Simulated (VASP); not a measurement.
Input:

```xyz
4
Lattice="2.0975 -5.1892 -0.0419 2.0975 5.1892 -0.0419 -0.0758 0.0000 3.7909" Properties=species:S:1:pos:R:3 pbc="T T T"
Ho     2.0785     3.7341     0.9058
Ho     2.0406    -3.7341     2.8012
Si     2.0785     0.7968     0.9058
Si     2.0406    -0.7968     2.8012
```

These are PBEsol GGA, VASP's PBE PAW potentials (set 64) (plane waves; VASP) values and carry that method's errors. Numerical set-up: 480 eV cut-off, 8×8×8 Γ-centred mesh, first-order Methfessel-Paxton smearing of 0.10 eV, potentials Ho_3 Si.

The 4f electrons are frozen in the core of the lanthanide potential, so 4f levels, which can set the real gap, and their magnetism are missing.

Task: Which forces act on the atoms, in eV/Å?

Result: 
```
atom     Fx      Fy     Fz
----  -----  ------  -----
Ho1   0.000  -0.070  0.000
Ho2   0.000   0.070  0.000
Si3   0.000   0.001  0.000
Si4   0.000  -0.001  0.000
```

Task: Give the stress tensor in GPa (positive for a compressed cell).

Result: 
```
 0.50   0.00   4.62
 0.00   0.23   0.00
 4.62   0.00  -0.14
```
The pressure is its mean diagonal, 0.19 GPa.

The structure comes from a computed database's HoSi entry (Cmcm); how it stands against other phases isn't given here. This cell was strained or had an atom moved on purpose.
